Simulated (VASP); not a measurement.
BN (relaxed from the zinc blende structure, space group F-43m) relaxed at rising pressure, in one space group throughout; other phases were not tried. The pressures are those reached. Level of theory: PBEsol GGA, VASP's PBE PAW potentials (set 64) (plane waves; VASP 6.6.1).

```csv
P (GPa),V (Å³/atom),k-mesh
-0.37,5.870,12×12×12
5.01,5.791,13×13×13
10.01,5.721,13×13×13
19.95,5.594,13×13×13
29.95,5.478,13×13×13
```

A change of mesh leaves a small step in the series.

Problem. Fit an equation of state and predict the volume at 44.82 GPa.

Solution. Least squares on the third-order Birch-Murnaghan form, P = (3B0/2)(y⁷ − y⁵)[1 + (3/4)(B′ − 4)(y² − 1)] with y = (V0/V)^(1/3), gives V0 = 5.864 Å³/atom, B0 = 386 GPa and B′ = 3.8, and so 5.324 Å³/atom. The run gave 5.322 Å³/atom, -0.0 % from the fit.

Pressures at which the relaxation failed are left out.

The structure was generated: BN was put into the zinc blende type (F-43m), which need not be its known phase.
